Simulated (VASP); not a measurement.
```xyz
2
Lattice="0.0000 2.3052 2.3052 2.3052 0.0000 2.3052 2.3052 2.3052 0.0000" Properties=species:S:1:pos:R:3 pbc="T T T"
Ga     0.0000     0.0000     0.0000
N      1.1526     1.1526     1.1526
```

The base run (VASP): PBE GGA, plane waves, VASP's PBE PAW potentials (set 64). Settings: 520 eV cut-off, 9×9×9 Γ-centred mesh, Gaussian smearing of 0.050 eV, potentials Ga_d N.

One setting is varied; ΔE counts from the most expensive setting. The base run took about 5 core-seconds. The timings are rough (shared machines, no repeats); factors under 2 mean little.

Pressures at a finite cut-off, here 520 eV, hold a Pulay part, which wasn't tested here.

```
setting                          cost over the base run  electronic steps  ΔE (meV/atom)  pressure (GPa)
-------------------------------  ----------------------  ----------------  -------------  --------------
KPOINTS 4×4×4 Γ-centred mesh       within a factor of 2                13           32.4           -6.39
KPOINTS 1×1×1 Γ-centred mesh       within a factor of 2                16         7920.3           68.68
base run                                      reference                13            0.1           -6.23
KPOINTS 10×10×10 Γ-centred mesh    within a factor of 2                13            0.1           -6.22
KPOINTS 11×11×11 Γ-centred mesh    within a factor of 2                13            0.0           -6.22
KPOINTS 13×13×13 Γ-centred mesh    within a factor of 2                13            0.0           -6.22
KPOINTS 14×14×14 Γ-centred mesh           about 2 times                13            0.0           -6.22
KPOINTS 15×15×15 Γ-centred mesh           about 2 times                13            0.0           -6.22
```

Left out are runs that failed, have no time on record or changed the cell.

The compound is GaN in the zinc blende structure, a metastable form; wurtzite is the usual one. The cell was not relaxed at this level.
